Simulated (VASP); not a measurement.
Data:

```yaml
crystal:
  lattice:
    - [0.00000, 3.08916, 3.08916]
    - [3.08916, 0.00000, 3.08916]
    - [3.08916, 3.08916, 0.00000]
  atoms:
    - { symbol: In, position: [0.00000, 0.00000, 0.00000] }
    - { symbol: As, position: [0.25000, 0.25000, 0.25000] }
```

Calculation: PBE GGA, VASP's PBE PAW potentials (set 64) (plane waves; VASP). Run with 350 eV cut-off, 9×9×9 Γ-centred mesh, first-order Methfessel-Paxton smearing of 0.10 eV, potentials In_d As.

Unless said otherwise, spin-orbit coupling is left out, though it shifts the bands of the heavy elements here.

What does the run give for the energy per atom (σ→0), band gap (on the k-mesh) with the smallest direct gap where there is one?

The band gap (on the k-mesh) is none (metal, semimetal or under 0.01 eV). The energy per atom (σ→0) is -3.858 eV/atom.

Only differences to runs with the same potentials and settings are physical.

The compound is InAs in the zinc blende structure. It was relaxed first, which changed the volume by +6 %. The start is the result of an earlier pass.
